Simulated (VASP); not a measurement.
# A slab model of the (0 0 1) face of Ti2Ga, part 3 of 5

Wanted: how the (0 0 1) face of Ti2Ga relaxes, and what it costs to take an electron out. The start is a cell from a database of measured crystal structures.

VASP 6.6.1, plane waves and PAW; the level of theory is named at each step.

So far. Step 2 (The bulk reference): Energy at zero smearing: -42.38682 eV. Step 3 (Surface relaxation): The run ended after 16 ionic steps, 0.331 eV below its first step, once the forces on the free atoms met EDIFFG = -0.03.

### Step 4. Potential and states of the slab

Level of this step: PBEsol; plane waves and PAW (Ti, Ga) (VASP).

A static run writes the electrostatic potential without exchange and correlation (LVHAR), which is flat in the vacuum and gives the level to count from. The dipole correction cancels the field that unlike faces would set up across the vacuum.

INCAR reads:

```
SYSTEM = Ti2Ga
PREC = Normal
ENCUT = 300
EDIFF = 1E-06
NELM = 120
ISMEAR = 0
SIGMA = 0.05
LREAL = .FALSE.
ALGO = Fast
GGA = PS
NBANDS = 50
LORBIT = 11
LWAVE = .TRUE.
LCHARG = .TRUE.
IDIPOL = 3
LDIPOL = .TRUE.
DIPOL = 0.5 0.5 0.489
LVHAR = .TRUE.
LVACPOTAV = .TRUE.
LELF = .TRUE.
NEDOS = 1500
```

POSCAR reads:

```
Ti2Ga
1.0
    4.5099980207      0.0000000000      0.0000000000
   -2.2549990104      3.9057728569      0.0000000000
    0.0000000000      0.0000000000     24.6250000000
Ti Ga
8 4
Direct
    0.6666666700      0.3333333300      0.3045685300
    0.0000000000      0.0000000000      0.3604060900
    0.3333333300      0.6666666700      0.4162436500
    0.0000000000      0.0000000000      0.4720812200
    0.6666666700      0.3333333300      0.5280449946
    0.0000000000      0.0000000000      0.5838714029
    0.3333333300      0.6666666700      0.6297814043
    0.0000000000      0.0000000000      0.6834000857
    0.3333333300      0.6666666700      0.3045685300
    0.6666666700      0.3333333300      0.4162436500
    0.3333333300      0.6666666700      0.5241537441
    0.6666666700      0.3333333300      0.6431401254
```

KPOINTS reads:

```
Automatic mesh
0
Gamma
6 6 1
0 0 0
```

KPOINTS_OPT reads:

```
Line mode
14
Line-mode
Reciprocal
  0.00000000   0.00000000   0.00000000 GAMMA
  0.50000000   0.00000000   0.00000000 M

  0.50000000   0.00000000   0.00000000 M
  0.33333333   0.33333333   0.00000000 K

  0.33333333   0.33333333   0.00000000 K
  0.00000000   0.00000000   0.00000000 GAMMA
```

PAW data sets: Ti and Ga (PBE family, release 64).

Run with:

```
mpirun -np 2 vasp_std
```

Output:

```text
[banner, memory and clock lines left out]
running    2 mpi-ranks, on    1 nodes
 distrk:  each k-point on    2 cores,    1 groups
 distr:  one band on    1 cores,    2 groups

 POSCAR found type information on POSCAR TiGa
 POSCAR found :  2 types and      12 ions
 [... a notice as in an earlier step ...]

 LDA part: xc-table for (Slater+PW92), standard interpolation
 POSCAR, INCAR and KPOINTS ok, starting setup
 FFT: planning ... GRIDC
 FFT: planning ... GRID_SOFT
 FFT: planning ... GRID
 WAVECAR not read
 entering main loop
       N       E                     dE             d eps       ncg     rms          rms(c)
DAV:   1     0.172896867383E+03    0.17290E+03   -0.98302E+03   700   0.440E+02
DAV:   2    -0.747467237990E+02   -0.24764E+03   -0.22470E+03   728   0.135E+02
DAV:   3    -0.949980238919E+02   -0.20251E+02   -0.19443E+02   900   0.434E+01
DAV:   4    -0.957655960958E+02   -0.76757E+00   -0.76229E+00   928   0.918E+00
DAV:   5    -0.957862409725E+02   -0.20645E-01   -0.20631E-01  1000   0.129E+00    0.346E+01
RMM:   6    -0.108060424875E+03   -0.12274E+02   -0.10792E+02   901   0.355E+01    0.349E+01
RMM:   7    -0.126226343911E+03   -0.18166E+02   -0.24001E+01   852   0.153E+01    0.322E+01
RMM:   8    -0.162710264343E+03   -0.36484E+02   -0.54427E+01  1058   0.213E+01    0.465E+01
RMM:   9    -0.883479819768E+02    0.74362E+02   -0.16943E+01   711   0.147E+01    0.180E+01
RMM:  10    -0.840487995510E+02    0.42992E+01   -0.43420E+00   714   0.693E+00    0.134E+01
RMM:  11    -0.827395229394E+02    0.13093E+01   -0.18066E+00   784   0.406E+00    0.109E+01
RMM:  12    -0.815239226296E+02    0.12156E+01   -0.11932E+00   781   0.329E+00    0.805E+00
RMM:  13    -0.810275496439E+02    0.49637E+00   -0.89436E-01   809   0.258E+00    0.632E+00
RMM:  14    -0.802815785539E+02    0.74597E+00   -0.14639E+00   889   0.310E+00    0.242E+00
RMM:  15    -0.802275578066E+02    0.54021E-01   -0.27342E-01   826   0.141E+00    0.201E+00
RMM:  16    -0.801632017350E+02    0.64356E-01   -0.16630E-01   782   0.136E+00    0.991E-01
RMM:  17    -0.801996020405E+02   -0.36400E-01   -0.65717E-02   795   0.783E-01    0.189E+00
RMM:  18    -0.801501585882E+02    0.49443E-01   -0.39978E-02   774   0.701E-01    0.694E-01
RMM:  19    -0.801493527678E+02    0.80582E-03   -0.26100E-02   876   0.385E-01    0.592E-01
RMM:  20    -0.801467638531E+02    0.25889E-02   -0.63825E-03   786   0.278E-01    0.357E-01
RMM:  21    -0.801465743872E+02    0.18947E-03   -0.74185E-03   809   0.278E-01    0.241E-01
RMM:  22    -0.801473417043E+02   -0.76732E-03   -0.25206E-03   803   0.163E-01    0.163E-01
RMM:  23    -0.801475903676E+02   -0.24866E-03   -0.11818E-03   848   0.100E-01    0.680E-02
RMM:  24    -0.801480296898E+02   -0.43932E-03   -0.60529E-04   814   0.874E-02    0.543E-02
RMM:  25    -0.801482592950E+02   -0.22961E-03   -0.20174E-04   855   0.335E-02    0.325E-02
RMM:  26    -0.801483574267E+02   -0.98132E-04   -0.51640E-05   893   0.163E-02    0.185E-02
RMM:  27    -0.801484862446E+02   -0.12882E-03   -0.45208E-05   868   0.190E-02    0.790E-03
RMM:  28    -0.801485674618E+02   -0.81217E-04   -0.48084E-05   917   0.154E-02    0.258E-02
RMM:  29    -0.801486128580E+02   -0.45396E-04   -0.15371E-05   857   0.124E-02    0.571E-03
RMM:  30    -0.801486775747E+02   -0.64717E-04   -0.71385E-06   827   0.546E-03    0.497E-03
RMM:  31    -0.801487164356E+02   -0.38861E-04   -0.38146E-06   766   0.293E-03    0.616E-03
RMM:  32    -0.801487340366E+02   -0.17601E-04   -0.19428E-06   722   0.293E-03    0.226E-03
RMM:  33    -0.801487394104E+02   -0.53738E-05   -0.64087E-07   619   0.179E-03    0.204E-03
RMM:  34    -0.801487419815E+02   -0.25711E-05   -0.28128E-07   557   0.111E-03    0.131E-03
RMM:  35    -0.801487430880E+02   -0.11065E-05   -0.17031E-07   510   0.778E-04    0.481E-04
RMM:  36    -0.801487435685E+02   -0.48056E-06   -0.96181E-08   437   0.535E-04
|                                                                             |
|           W    W    AA    RRRRR   N    N  II  N    N   GGGG   !!!           |
|           W    W   A  A   R    R  NN   N  II  NN   N  G    G  !!!           |
|           W    W  A    A  R    R  N N  N  II  N N  N  G       !!!           |
|           W WW W  AAAAAA  RRRRR   N  N N  II  N  N N  G  GGG   !            |
|           WW  WW  A    A  R   R   N   NN  II  N   NN  G    G                |
|           W    W  A    A  R    R  N    N  II  N    N   GGGG   !!!           |
|                                                                             |
|     Did not find any points to average over, which means that no vacuum     |
|     field-free region was found. Please increase the size of  your cell     |
|     in the dimension of the dipole correction to obtain accurate            |
|     workfunction values.                                                    |
|                                                                             |

   1 F= -.80148744E+02 E0= -.80141481E+02  d E =-.145243E-01
 Start KPOINTS_OPT (optional k-point list driver)
k-point batch [1-7\42]
       N       E                     dE             ncg
DAV:   1     0.695276668442E+03    0.46788E+02      700
DAV:   2    -0.788292751412E+03   -0.14836E+04      710
DAV:   3    -0.899130500431E+03   -0.11084E+03      862
DAV:   4    -0.901986388624E+03   -0.28559E+01      920
DAV:   5    -0.902049572472E+03   -0.63184E-01      960
DAV:   6    -0.902051231808E+03   -0.16593E-02      928
DAV:   7    -0.902051292065E+03   -0.60257E-04      960
DAV:   8    -0.902051294600E+03   -0.25344E-05      808
DAV:   9    -0.902051294721E+03   -0.12190E-06      576
[...]
k-point batch [36-42\42]
       N       E                     dE             ncg
DAV:   1     0.689485629264E+03   -0.25120E+03      700
DAV:   2    -0.787504086755E+03   -0.14770E+04      710
DAV:   3    -0.896918719152E+03   -0.10941E+03      902
DAV:   4    -0.899727801347E+03   -0.28091E+01      928
DAV:   5    -0.899793917053E+03   -0.66116E-01      976
DAV:   6    -0.899795851073E+03   -0.19340E-02      936
DAV:   7    -0.899795910943E+03   -0.59870E-04      992
DAV:   8    -0.899795913408E+03   -0.24653E-05      800
DAV:   9    -0.899795913515E+03   -0.10670E-06      584
 writing wavefunctions
```

The job ended after 1.9 min (2 MPI ranks of Intel Xeon 6975P-C (Granite Rapids), shared host; peak memory 0.41 GiB).

Parts of OUTCAR (step 4):

```text
The static configuration has the point symmetry C_3v.

 Found      7 irreducible k-points:

   k-points           NKPTS =      7   k-points in BZ     NKDIM =      7   number of bands    NBANDS=     50

   NELECT =      44.0000    total number of electrons

 dipolmoment           0.000000      0.000000     -0.078725 electrons x Angstroem

 E-fermi :  -0.5293

 k-point     1 :       0.0000    0.0000    0.0000
  band No.  band energies     occupation
    ...
     20      -1.0492      2.00000
     21      -0.9562      2.00000
     22      -0.9562      2.00000
     23      -0.7036      2.00000
     24      -0.7036      2.00000
     25      -0.3556      0.00000
     26      -0.1423      0.00000
     27       0.8041      0.00000
     28       0.8041      0.00000
     29       0.9762      0.00000
    ...

 k-point     2 :       0.1667    0.0000    0.0000
  band No.  band energies     occupation
    ...
     20      -0.9961      2.00000
     21      -0.9276      2.00000
     22      -0.9084      2.00000
     23      -0.6126      1.98149
     24      -0.5869      1.89674
     25      -0.1122      0.00000
     26       0.0117      0.00000
     27       0.7069      0.00000
     28       0.7329      0.00000
     29       0.8137      0.00000
    ...

  Total       -7.6309838     -7.6309838     -3.5902651      0.0000000      0.0000000      0.0000000
  in kB      -28.1858763    -28.1858763    -13.2610382      0.0000000      0.0000000      0.0000000
  external PRESSURE =     -23.2109303 kB  Pullay stress =       0.0000000 kB

 POSITION                                       TOTAL-FORCE (eV/Angst)
 -----------------------------------------------------------------------------------
      2.25500      1.30192      7.50000        -0.000000      0.000000      0.622090
      0.00000      0.00000      8.87500        -0.000000      0.000000     -0.022342
     -0.00000      2.60385     10.25000        -0.000000      0.000000     -0.219476
      0.00000      0.00000     11.62500        -0.000000      0.000000     -0.545837
      2.25500      1.30192     13.00311        -0.000000     -0.000000     -0.008304
      0.00000      0.00000     14.37783        -0.000000      0.000000      0.001007
     -0.00000      2.60385     15.50837         0.000000     -0.000000      0.000590
      0.00000      0.00000     16.82873         0.000000      0.000000      0.003945
     -0.00000      2.60385      7.50000        -0.000000      0.000000      0.401497
      2.25500      1.30192     10.25000        -0.000000      0.000000     -0.224682
     -0.00000      2.60385     12.90729         0.000000      0.000000     -0.004277
      2.25500      1.30192     15.83733         0.000000     -0.000000     -0.004211
 -----------------------------------------------------------------------------------
    total drift:                               -0.000001      0.000001     -0.000234

  FREE ENERGIE OF THE ION-ELECTRON SYSTEM (eV)
  ---------------------------------------------------
  free  energy   TOTEN  =       -80.1487435685 eV

  energy  without entropy=      -80.1342192311  energy(sigma->0) =      -80.14148140

 vacuum level on the upper side and lower side of the slab         2.576         3.385

 total charge
# of ion       s       p       d       tot
------------------------------------------
    1        0.412   0.436   2.381   3.229
    2        0.455   0.550   2.346   3.351
    3        0.454   0.623   2.465   3.542
    4        0.480   0.561   2.443   3.484
    5        0.439   0.612   2.456   3.507
    6        0.514   0.555   2.559   3.629
    7        0.491   0.635   2.450   3.576
    8        0.461   0.373   2.421   3.255
    9        1.197   1.252   0.051   2.500
   10        1.149   1.360   0.109   2.618
   11        1.163   1.447   0.105   2.715
   12        1.145   1.357   0.093   2.594
--------------------------------------------------
tot          8.362   9.761  19.878  38.002

[... 6 parts as in an earlier step ...]

[... 6 further parts left out ...]
```

This step gave:

- electronic cycles: 36
- Fermi energy: -0.5293 eV
- DOS at the Fermi level: 11.23 states/eV/cell
- dipole moment: 0, 0, -0.07873 e·Å
- vacuum levels: 2.576, 3.385 eV
- work functions of the upper and lower face: 3.105, 3.914 eV

The electronic bands at the labelled points (eV, zero at the Fermi level; # counts the bands kept):

```csv
point,#19,#20,#21,#22,#23,#24,#25,#26
Γ,-0.52,-0.52,-0.43,-0.43,-0.17,-0.17,0.17,0.39
0.46 of the way,-0.45,-0.40,-0.38,-0.32,0.00,0.03,0.51,0.62
M,-0.32,-0.31,-0.17,0.08,0.13,0.17,0.39,0.54
0.54 of the way,-0.22,-0.13,-0.03,0.05,0.07,0.28,0.45,0.51
K,-0.28,-0.04,-0.03,0.05,0.07,0.40,0.42,0.63
0.46 of the way,-0.36,-0.32,-0.27,-0.19,0.07,0.18,0.44,0.64
Γ,-0.52,-0.52,-0.43,-0.43,-0.17,-0.17,0.17,0.39
```

Of the projections kept (Ti, Ga), the largest for each band there; the rest of the weight can lie on other orbitals:

```csv
point,#19,#20,#21,#22,#23,#24,#25,#26
Γ,Ti 0.97,Ti 0.97,Ti 0.97,Ti 0.97,Ti 0.97,Ti 0.97,Ti 0.85,Ti 0.88
M,Ti 0.99,Ti 0.86,Ti 0.95,Ti 0.98,Ti 0.97,Ti 0.95,Ti 0.92,Ti 0.95
K,Ti 0.91,Ti 0.97,Ti 0.89,Ti 0.96,Ti 0.96,Ti 0.94,Ti 0.96,Ti 0.98
Γ,Ti 0.97,Ti 0.97,Ti 0.97,Ti 0.97,Ti 0.97,Ti 0.97,Ti 0.85,Ti 0.88
```

The density of states has structure finer than the step of the table below, so its rows give means over 0.5 eV, whole bins alone (the curve runs from -9.12 to 6.15 eV). Peaks (eV: height): total -0.34: 25.5, 1.25: 29.4, 2.22: 26.3, 2.52: 26.9; Ti s -3.60: 2.10, -3.40: 2.97, -3.04: 2.73, -2.38: 2.25; Ti p -1.15: 2.17, -0.64: 2.16, 2.88: 2.40, 3.03: 2.22; Ti d -0.34: 20.0, 1.25: 24.1, 2.22: 21.9, 2.52: 22.3; Ga s -6.87: 4.29, -6.26: 5.30, -6.05: 5.12, -5.70: 9.48.

Means over bins of 0.051 eV. The density of states by energy, zero at the Fermi level; means over each step; values in states/eV/cell:

```csv
energy (eV),total,Ti s,Ti p,Ti d,Ga s,Ga p
-8.5,0.126,0.0465,0.00165,2.3e-4,0.0573,7.1e-4
-8.0,0.671,0.229,0.0196,0.00280,0.307,0.00683
-7.5,2.09,0.580,0.126,0.0321,0.982,0.0376
-7.0,2.14,0.383,0.212,0.0924,1.09,0.0396
-6.5,3.29,0.405,0.343,0.250,1.77,0.0439
-6.0,4.02,0.222,0.428,0.518,2.30,0.0302
-5.5,3.70,0.151,0.323,0.511,2.15,0.0380
-5.0,0,0,0,0,0,0
-4.5,0,0,0,0,0,0
-4.0,0.376,0.133,0.0236,0.0743,0.0146,0.0771
-3.5,4.44,1.36,0.448,0.800,0.144,0.976
-3.0,5.27,1.12,0.462,1.39,0.186,1.19
-2.5,5.17,0.837,0.549,1.67,0.106,1.10
-2.0,8.19,0.771,1.01,3.30,0.0708,1.78
-1.5,9.85,0.499,1.13,4.70,0.0384,1.96
-1.0,11.5,0.329,1.24,6.22,0.0539,1.98
-0.5,19.8,0.292,1.73,14.1,0.0442,1.25
0.0,14.6,0.180,1.17,10.8,0.0168,0.492
0.5,11.3,0.187,0.575,8.69,0.0388,0.403
1.0,13.6,0.174,0.600,11.1,0.0198,0.394
1.5,18.9,0.298,0.841,15.5,0.0587,0.446
2.0,20.4,0.210,1.01,17.0,0.0927,0.386
2.5,20.0,0.213,1.04,16.5,0.174,0.325
3.0,12.7,0.231,1.35,9.12,0.0737,0.444
3.5,4.70,0.155,0.436,3.36,0.0438,0.192
4.0,2.15,0.128,0.323,1.16,0.172,0.156
4.5,0.995,0.0701,0.178,0.496,0.0916,0.0660
5.0,0,0,0,0,0,0
5.5,0.111,0.00417,0.0549,0.0105,0.00531,0.0248
```

The planar average of the electrostatic potential oscillates, so the rows of the table below give means over windows of 1.37 Å about each position, cut where the curve ends. Its maxima inside the range that stand out by 2 % of the span (Å: eV): 8.9: -1.33, 10.3: -3.14, 11.6: -1.49, 12.9: -3.38, 14.3: -1.55, 15.8: -3.49. Its minima: 8.0: -4.28, 9.8: -4.23, 10.7: -4.26, 12.4: -4.43, 13.5: -4.21, 15.3: -4.58, 16.3: -4.47.

Zero at the Fermi level. The planar average of the electrostatic potential by height; means over each step:

height (Å), planar average of the electrostatic potential (eV) and a bar from the least value:
```
     0.69       3.91 ##############################
     2.06       3.91 ##############################
     3.43       3.91 ##############################
     4.79       3.84 ##############################
     6.17       1.90 ######################
     7.54      -3.24 ###
     8.91      -2.23 #######
    10.28      -3.80 #
    11.65      -2.50 ######
    13.02      -3.89 #
    14.39      -2.35 #######
    15.76      -4.09 
    17.12      -0.94 ############
    18.50       2.55 #########################
    19.86       3.08 ###########################
    21.23       3.10 ###########################
    22.61       3.11 ###########################
    23.98       3.27 ############################
```

Density of states in the PAW spheres, an atom over height of the layer and energy from the Fermi level.

Ten even steps from '0' (0.00 states/eV) to '9' (2.60 states/eV), each cell a mean:
```
2514031406
3425065709
4948069819
5424035313
2333233322
2323233322
1222123222
1122112211
0011111110
0111111111
0011111100
0000000000
0000000000
0000000000
0000000000
1000000000
3010100020
0010310150
0000100010
0000100000
0000100000
0000000000
```
Columns: height of the layer (Å) from 7.5 to 16.8 (not evenly spaced); rows upwards: energy from the Fermi level (eV) from -7.9 to 0.5.

Force by atom:

```csv
atom,x (eV/Å),y (eV/Å),z (eV/Å),size
Ti1,0.000,0.000,0.622,0.622
Ti2,0.000,0.000,-0.022,0.022
Ti3,0.000,0.000,-0.219,0.219
Ti4,0.000,0.000,-0.546,0.546
Ti5,0.000,0.000,-0.008,0.008
Ti6,0.000,0.000,0.001,0.001
Ti7,0.000,0.000,0.001,0.001
Ti8,0.000,0.000,0.004,0.004
Ga9,0.000,0.000,0.401,0.401
Ga10,0.000,0.000,-0.225,0.225
Ga11,0.000,0.000,-0.004,0.004
Ga12,0.000,0.000,-0.004,0.004
```

Electrostatic potential energy in the ca plane at fractional y = 0.333, with atoms of Ti and Ga within 0.2 Å of it. With pseudopotentials it is smooth inside the atoms' cores, unlike the true potential.

Values in eV, 7 rows by 16 columns, each cell a mean:
```
  3   3   3   3   3   3   0  -5  -1   0  -6   0  -2  -4   1  -3
  3   3   3   3   3   2  -5 -12  -7  -7  -5  -6  -8 -11  -2  -8
  3   3   3   3   3   2  -6 -13  -8  -8   0  -7  -9 -12  -3  -6
  3   3   3   3   3   2  -2  -8  -3  -3 -10  -1  -5  -7   0  -7
  3   3   3   3   3   3   2   0   1   1   0   1   0   0   1   0
  3   3   3   3   3   3   3   1   0  -1  -1  -1   0   0  -1  -1
  3   3   3   3   3   3   3   1   0   0   0   0   0   0   0   0
```
Columns run along c (16.0 Å, from fractional 0.00 to 0.65 of the cell; values clipped at the 3rd and 97th percentile), rows up along a (4.5 Å). Atoms in or near the plane, at fractional coordinates: Ti at (0.30, 0.67), Ti at (0.53, 0.67), Ga at (0.42, 0.67), Ga at (0.64, 0.67).

Valence density in the ca plane at fractional y = 0.333, with atoms of Ti and Ga within 0.2 Å of it. It is the smooth field of the valence electrons, not physical close to the nuclei.

Ten steps, logarithmic in the rise over the least value, from '0' (0.0 e/Å³) to '9' (1.1 e/Å³), each cell a mean:
```
22222222222222233455666666666666666666666667
22222222222222223456776666677766666776666677
22222222222222223357997666765666667898666666
22222222222222223358998666750466668999766663
22222222222222223358998666764566667998766665
22222222222222223357887666676676667787666676
22222222222222233456666666667766666666666667
22222222222222233455666666666666666666666666
22222222222222233455666666666666666666666666
22222222222222233455666666666666666666666666
22222222222222233455666666666666666666666666
22222222222222233455666666666666666666666666
```
Columns run along c (16.0 Å, from fractional 0.00 to 0.65 of the cell), rows up along a (4.5 Å). Atoms in or near the plane, at fractional coordinates: Ti at (0.30, 0.67), Ti at (0.53, 0.67), Ga at (0.42, 0.67), Ga at (0.64, 0.67).

ELF in the ca plane at fractional y = 0.333, with atoms of Ti and Ga within 0.2 Å of it. It is the smooth field of the valence electrons, not physical close to the nuclei.

Values, 7 rows by 16 columns, each cell a mean:
```
0.00 0.00 0.00 0.02 0.00 0.06 0.23 0.24 0.37 0.58 0.67 0.53 0.29 0.24 0.45 0.64
0.00 0.00 0.00 0.00 0.00 0.01 0.02 0.02 0.16 0.64 0.62 0.56 0.08 0.03 0.38 0.63
0.00 0.00 0.00 0.00 0.00 0.00 0.01 0.00 0.13 0.63 0.57 0.56 0.05 0.02 0.36 0.59
0.00 0.00 0.00 0.06 0.00 0.04 0.13 0.14 0.30 0.62 0.69 0.56 0.20 0.15 0.44 0.67
0.00 0.00 0.00 0.03 0.01 0.15 0.49 0.57 0.48 0.45 0.55 0.42 0.48 0.49 0.42 0.52
0.00 0.00 0.00 0.00 0.02 0.21 0.63 0.76 0.47 0.34 0.50 0.30 0.52 0.59 0.30 0.48
0.00 0.00 0.00 0.01 0.02 0.18 0.58 0.68 0.48 0.39 0.52 0.36 0.52 0.56 0.37 0.49
```
Columns run along c (16.0 Å, from fractional 0.00 to 0.65 of the cell), rows up along a (4.5 Å). Atoms in or near the plane, at fractional coordinates: Ti at (0.30, 0.67), Ti at (0.53, 0.67), Ga at (0.42, 0.67), Ga at (0.64, 0.67).

The density of states holds every band computed, so its fall toward the upper end of the range is no gap.

The map of layer states is cut here 0.5 eV above the Fermi level, so it leaves out the states above that.

The vacuum level lies 3.11 eV above the Fermi level at the upper face; the two faces differ by 0.81 eV, the step that the slab's dipole of -0.079 e·Å makes.

VASP counts the dipole in electrons times Å, so a positive number points the physical dipole along −c.

The program found no field-free point at its default tolerance, but its printed level agrees with the flat part of the planar average.

On this mesh the fine structure of the density of states is sampling noise, and high empty states may be cut by the number of bands.

[end of part 3 of 5]

[Lines on the potential files, build, host, timing and source positions are cut from VASP's logs without a mark.]

[Logs are printed without paths, hosts, clocks, repeated set-up lines and the standing remarks that a program may print on its own settings, such as how far it seeks lower states.]

[Hosts, paths, dates, database ids (printed as entryN), source tags and the programs' standing remarks are cut or masked in the printed files.]

[In band tables of VASP the shares of atoms and orbitals are scaled to a sum of 1 inside the atoms' spheres.]

[Runs that stopped without an error message from VASP are left out.]
